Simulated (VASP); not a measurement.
Consider the following.

```xyz
5
Lattice="6.3895 0.0000 0.0000 0.0000 6.3895 0.0000 0.0000 0.0000 6.3895" Properties=species:S:1:pos:R:3 pbc="T T T"
Cs     0.0000     0.0000     0.0000
Sn     3.1948     3.1948     3.1948
I      3.1948     0.0000     3.1948
I      0.0000     3.1948     3.1948
I      3.1948     3.1948     0.0000
```

All values below come from RPBE GGA, VASP's PBE PAW potentials (set 64) (plane waves; VASP). Run with 520 eV cut-off, 4×4×4 Γ-centred mesh, tetrahedra with Blöchl corrections, potentials Cs_sv Sn_d I.

Unless said otherwise, spin-orbit coupling is left out, though it shifts the bands of the heavy elements here.

Question: Estimate the energy per atom (σ→0), band gap (on the k-mesh) with the smallest direct gap where there is one.

Answer: 
The band gap (on the k-mesh) is 0.69 eV and the smallest direct gap (on the k-mesh) comes out as 0.69 eV. The energy per atom (σ→0) is -249.6 kJ/mol of atoms.

The compound is CsSnI3 in the cubic perovskite structure, the ideal cubic form; the compound distorts at low or room temperature. It was relaxed first, which changed the volume by +8 %.
